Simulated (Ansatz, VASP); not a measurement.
## CaPb2Se3 in two plane-wave programs

Aim: how closely do two programs agree when they are given the same cell, functional and k mesh? The cell is generated by rule, not measured, and may not be a known phase. The cell is taken from a series of runs on this material, whose earlier steps may have relaxed, scaled, displaced or heated it; both programs get it as it stands.

Method: plane waves, with VASP 6.6.1 beside it; relaxation of cell and atoms at PBEsol, in Ansatz 0.2.0.

### 1. The starting structure

The structure is tetragonal, space group I4/mmm (No. 139). The conventional cell has a = 4.280 Å, b = 4.280 Å, c = 18.160 Å, α = 90.00°, β = 90.00°, γ = 90.00°. Ca has 6 Se at 3.03 Å nearest. Pb has 6 Se at 3.03 Å nearest. Se has 5 Pb at 3.03 Å and 1 Ca at 3.03 Å nearest. Se has 2 Pb at 3.03 Å and 4 Ca at 3.03 Å nearest. Farther neighbours and most contacts between anions are not listed.

Coordinates:

```xyz
6
Lattice="3.0267 3.0267 0.0000 -3.0267 3.0267 0.0000 3.0267 0.0000 9.0800" Properties=species:S:1:pos:R:3 pbc="T T T"
Ca    3.0267    3.0267    6.0533
Pb    3.0267    3.0267    0.0000
Pb    0.0000    3.0267    3.0267
Se    0.0000    3.0267    0.0000
Se    3.0267    3.0267    3.0267
Se    0.0000    3.0267    6.0533
```

### 2. VASP: relaxation of cell and atoms, PBEsol, pair 1

The relaxed volume is the usual yardstick between codes: in a stiff, nearly cubic crystal its relative difference is about their pressure difference at one cell divided by the bulk modulus.

Lines of VASP's logs that name or quote its potential files are left out, and so is its time.

The input, INCAR:

```
SYSTEM = CaPb2Se3
PREC = Accurate
ENCUT = 500
EDIFF = 1E-07
NELM = 120
ISMEAR = 0
SIGMA = 0.02
LREAL = .FALSE.
ALGO = Normal
GGA = PS
NBANDS = 34
LORBIT = 11
LWAVE = .FALSE.
LCHARG = .FALSE.
ISIF = 3
IBRION = 2
NSW = 80
EDIFFG = -0.005
LASPH = .TRUE.
GGA_COMPAT = .FALSE.
NELMIN = 4
EFERMI = MIDGAP
KPAR = 2
```

The input, POSCAR:

```
CaPb2Se3
1.0
    3.0266700000      3.0266700000      0.0000000000
   -3.0266700000      3.0266700000      0.0000000000
    3.0266700000      0.0000000000      9.0800000000
Ca Pb Se
1 2 3
Direct
    0.6666666850      0.3333333150      0.6666666300
    0.9999998899      0.0000001101      0.0000002203
    0.3333334251      0.6666665749      0.3333331498
    0.4999998899      0.5000001101      0.0000002203
    0.8333334251      0.1666665749      0.3333331498
    0.1666666850      0.8333333150      0.6666666300
```

The input, KPOINTS:

```
Automatic mesh
0
Gamma
6 6 6
0 0 0
```

PAW data sets: Ca_sv, Pb_d and Se (PBE family, release 64).

Launch:

```sh
mpirun -np 2 vasp_std
```

Numbers of over 12 decimals in the logs are rounded to 6 here.

What it wrote:

```text
[banner, memory and clock lines left out]
running    2 mpi-ranks, on    1 nodes
 distrk:  each k-point on    1 cores,    2 groups
 distr:  one band on    1 cores,    1 groups

 POSCAR found type information on POSCAR CaPbSe
 POSCAR found :  3 types and       6 ions
|                                                                             |
|               ----> ADVICE to this user running VASP <----                  |
|                                                                             |
|     You enforced a specific xc type in the INCAR file but a different       |
|     [... a line on the potential file left out ...]
|     I HOPE YOU KNOW WHAT YOU ARE DOING!                                     |
|                                                                             |

 LDA part: xc-table for (Slater+PW92), standard interpolation
 POSCAR, INCAR and KPOINTS ok, starting setup
 FFT: planning ... GRIDC
 FFT: planning ... GRID_SOFT
 FFT: planning ... GRID
 WAVECAR not read
 entering main loop
       N       E                     dE             d eps       ncg     rms          rms(c)
DAV:   1     0.585263871348E+03    0.58526E+03   -0.25315E+04  2040   0.160E+03
DAV:   2     0.455664223008E+02   -0.53970E+03   -0.52972E+03  2076   0.439E+02
DAV:   3    -0.248768927164E+02   -0.70443E+02   -0.69187E+02  3202   0.166E+02
DAV:   4    -0.284204252280E+02   -0.35435E+01   -0.35320E+01  3024   0.352E+01
DAV:   5    -0.286362831289E+02   -0.21586E+00   -0.21566E+00  3760   0.660E+00    0.574E+00
DAV:   6    -0.278697528086E+02    0.76653E+00   -0.19742E+00  2802   0.812E+00    0.330E+00
DAV:   7    -0.278183289453E+02    0.51424E-01   -0.74784E-01  3192   0.371E+00    0.135E+00
DAV:   8    -0.278191225647E+02   -0.79362E-03   -0.13616E-01  2754   0.244E+00    0.254E-01
DAV:   9    -0.278176227656E+02    0.14998E-02   -0.17962E-02  3074   0.874E-01    0.145E-01
DAV:  10    -0.278176382081E+02   -0.15442E-04   -0.20200E-03  2910   0.204E-01    0.524E-02
DAV:  11    -0.278176418299E+02   -0.36219E-05   -0.35958E-04  3008   0.121E-01    0.253E-02
DAV:  12    -0.278176447937E+02   -0.29638E-05   -0.56974E-05  2702   0.326E-02    0.126E-02
DAV:  13    -0.278176471731E+02   -0.23794E-05   -0.15828E-05  2722   0.187E-02    0.465E-03
DAV:  14    -0.278176471187E+02    0.54367E-07   -0.26735E-06  3102   0.986E-03    0.831E-04
DAV:  15    -0.278176470618E+02    0.56900E-07   -0.26016E-07  2206   0.290E-03
   1 F= -.27817647E+02 E0= -.27817647E+02  d E =-.278176E+02
[... from here on, the cycles between the ionic steps are left out ...]
   2 F= -.27826326E+02 E0= -.27826326E+02  d E =-.867941E-02
   3 F= -.27830526E+02 E0= -.27830526E+02  d E =-.128786E-01
   4 F= -.27836112E+02 E0= -.27836112E+02  d E =-.558590E-02
   5 F= -.27839455E+02 E0= -.27839455E+02  d E =-.892915E-02
   6 F= -.27839455E+02 E0= -.27839455E+02  d E =-.892906E-02
   7 F= -.27839605E+02 E0= -.27839605E+02  d E =-.150199E-03
   8 F= -.27839598E+02 E0= -.27839598E+02  d E =-.143592E-03
   9 F= -.27839598E+02 E0= -.27839598E+02  d E =-.143710E-03
  10 F= -.27839598E+02 E0= -.27839598E+02  d E =-.143656E-03
 curvature:  -1.09 expect dE=-0.651E-05 dE for cont linesearch -0.927E-07
 ZBRENT: accuracy reached
 trial: gam=-0.01791 g(F)=  0.540E-05 g(S)=  0.583E-06 ort = 0.545E-05 (trialstep = 0.855E+00)
 search vector abs. value=  0.590E-05
 bond charge predicted
       N       E                     dE             d eps       ncg     rms          rms(c)
DAV:   1    -0.278396038714E+02   -0.54185E-05   -0.76986E-04  2492   0.151E-01    0.874E-03
DAV:   2    -0.278396035218E+02    0.34962E-06   -0.20229E-05  2712   0.328E-02    0.389E-03
DAV:   3    -0.278396030605E+02    0.46127E-06   -0.24312E-06  2802   0.149E-02    0.142E-03
DAV:   4    -0.278396029101E+02    0.15039E-06   -0.14679E-07  1608   0.274E-03    0.546E-04
DAV:   5    -0.278396027980E+02    0.11210E-06   -0.49093E-08  1240   0.184E-03    0.172E-04
DAV:   6    -0.278396027712E+02    0.26840E-07   -0.25467E-08  1186   0.156E-03
  11 F= -.27839603E+02 E0= -.27839603E+02  d E =-.438107E-05
 trial-energy change:   -0.000004  1 .order   -0.000004   -0.000005   -0.000004
 step:   2.9864(harm=  2.9864)  dis= 0.00082  next Energy=   -27.839607 (dE=-0.879E-05)
 reached required accuracy - stopping structural energy minimisation
```

From OUTCAR (step 2):

```text
ion  position               nearest neighbor table
   1  0.667  0.333  0.667-
   2  1.000  0.000  0.000-   5 3.03   6 3.03   4 3.03   4 3.03   4 3.03   4 3.03
   3  0.333  0.667  0.333-   4 3.03   6 3.03   5 3.03   5 3.03   5 3.03   5 3.03
   4  0.500  0.500  0.000-   3 3.03   2 3.03   2 3.03   2 3.03   2 3.03
   5  0.833  0.167  0.333-   2 3.03   3 3.03   3 3.03   3 3.03   3 3.03
   6  0.167  0.833  0.667-   3 3.03   2 3.03

  LATTYP: Found a body centered tetragonal cell.
 ALAT       =     4.2803577628
 C/A-ratio  =     4.2426360146

 Subroutine GETGRP returns: Found 16 space group operations
 (whereof  8 operations were pure point group operations)

The static configuration has the point symmetry C_4v.
 The point group associated with its full space group is D_4h.

 Found     30 irreducible k-points:

   k-points           NKPTS =     30   k-points in BZ     NKDIM =     30   number of bands    NBANDS=     34

   dimension x,y,z NGX =    32 NGY =   32 NGZ =   70
   dimension x,y,z NGXF=    64 NGYF=   64 NGZF=  140

   ENCUT  =  500.0 eV  36.75 Ry    6.06 a.u.   7.80  7.80 17.45*2*pi/ulx,y,z

   NELECT =      56.0000    total number of electrons

 k-points in reciprocal lattice and weights: Automatic mesh
   0.00000000  0.00000000  0.00000000       0.005
   0.16666667  0.00000000  0.00000000       0.037
   0.33333333  0.00000000  0.00000000       0.037
   0.50000000  0.00000000  0.00000000       0.019
   0.16666667  0.16666667  0.00000000       0.019
   0.33333333  0.16666667  0.00000000       0.074
   0.50000000  0.16666667  0.00000000       0.074
  -0.33333333  0.16666667  0.00000000       0.074
  -0.16666667  0.16666667  0.00000000       0.037
[...]
-0.16666667  0.16666667  0.33333333       0.019
   0.00000000  0.00000000  0.50000000       0.005

 average (electrostatic) potential at core
       1 -44.9558       2 -92.5232       3 -92.5232       4 -53.2306       5 -53.2306
       6 -53.0598

 E-fermi :   4.6567

 k-point     1 :       0.0000    0.0000    0.0000
  band No.  band energies     occupation
    ...
     24       1.9676      2.00000
     25       1.9676      2.00000
     26       3.0250      2.00000
     27       3.1711      2.00000
     28       3.1711      2.00000
     29       6.1719      0.00000
     30       7.0391      0.00000
     31       7.7716      0.00000
     32       8.0721      0.00000
     33       8.1831      0.00000
    ...

 k-point     2 :       0.1667    0.0000    0.0000
  band No.  band energies     occupation
    ...
     24       2.1439      2.00000
     25       2.2176      2.00000
     26       2.8742      2.00000
     27       3.0112      2.00000
     28       3.0405      2.00000
     29       6.6748      0.00000
     30       7.1329      0.00000
     31       7.8591      0.00000
     32       8.1218      0.00000
     33       8.2245      0.00000
    ...

 k-point     3 :       0.3333    0.0000    0.0000
  band No.  band energies     occupation
    ...
     24       2.4927      2.00000
     25       2.5012      2.00000
     26       2.9675      2.00000
     27       3.1554      2.00000
     28       3.7768      2.00000
     29       6.0595      0.00000
     30       6.5040      0.00000
     31       6.9352      0.00000
     32       6.9949      0.00000
     33       7.3034      0.00000
    ...

  Total       -0.0001406     -0.0001406     -0.0066349      0.0000000     -0.0000000     -0.0000000
  in kB       -0.0013617     -0.0013617     -0.0642762      0.0000000     -0.0000000     -0.0000000
  external PRESSURE =      -0.0223332 kB  Pullay stress =       0.0000000 kB

  energy-cutoff  :      500.00
  volume of cell :      165.38
      direct lattice vectors                 reciprocal lattice vectors
     3.020745507  3.020745507 -0.000000000     0.165522054  0.165522054 -0.055174143
    -3.020745507  3.020745507 -0.000000000    -0.165522054  0.165522054  0.055174143
     3.020745507  0.000000000  9.062215943     0.000000000  0.000000000  0.110348286

 POSITION                                       TOTAL-FORCE (eV/Angst)
 -----------------------------------------------------------------------------------
      3.02075      3.02075      6.04148        -0.000000     -0.000000      0.000000
      0.00000      3.02075      9.04973         0.000000     -0.000000     -0.003778
     -0.00000      3.02075      3.03323        -0.000000      0.000000      0.003778
      3.02075      3.02075      8.99245         0.000000      0.000000      0.004401
      3.02075      3.02075      3.09051        -0.000000     -0.000000     -0.004401
      0.00000      3.02075      6.04148        -0.000000     -0.000000     -0.000000
 -----------------------------------------------------------------------------------
    total drift:                               -0.000016     -0.000000     -0.001229

  FREE ENERGIE OF THE ION-ELECTRON SYSTEM (eV)
  ---------------------------------------------------
  free  energy   TOTEN  =       -27.8396027712 eV

  energy  without entropy=      -27.8396027712  energy(sigma->0) =      -27.83960277

 reached required accuracy - stopping structural energy minimisation

 total charge
# of ion       s       p       d       tot
------------------------------------------
    1        2.033   5.845   0.230   8.107
    2        1.466   0.552   9.842  11.860
    3        1.466   0.552   9.842  11.860
    4        1.463   2.352   0.017   3.832
    5        1.463   2.352   0.017   3.832
    6        1.445   2.409   0.010   3.864
--------------------------------------------------
tot          9.337  14.063  19.956  43.356

[... 3 further parts left out ...]
```

The run keeps the 16 symmetry operations of its start, so it cannot find a distortion of lower symmetry.

[end of part 1 of 2]

[Lines on the potential files, build, host, timing and source positions are cut from VASP's logs without a mark.]

[Logs are printed without paths, hosts, clocks, repeated set-up lines and the standing remarks that a program may print on its own settings, such as how far it seeks lower states.]

[Hosts, paths, dates, database ids (printed as entryN), source tags and the programs' standing remarks are cut or masked in the printed files.]
